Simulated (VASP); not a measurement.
Energy against volume of NaF (rock salt). Level of theory: PBEsol GGA, VASP's PBE PAW potentials (set 64) (plane waves; VASP).

```
V (Å³/atom)  E (eV/atom)
-----------  -----------
11.662          -4.37554
12.034          -4.38204
12.407          -4.38437
12.779          -4.38328
13.151          -4.37923
```

Problem. Fit a third-order Birch-Murnaghan equation of state.

Solution. 
```
Quantity                                         Value
---------------------------------------  -------------
volume per atom                          12.46 Å³/atom
bulk modulus                                  48.6 GPa
pressure derivative of the bulk modulus           4.79
lattice constant a                             4.637 Å
```

The compound is NaF in the rock salt structure. It was relaxed first.
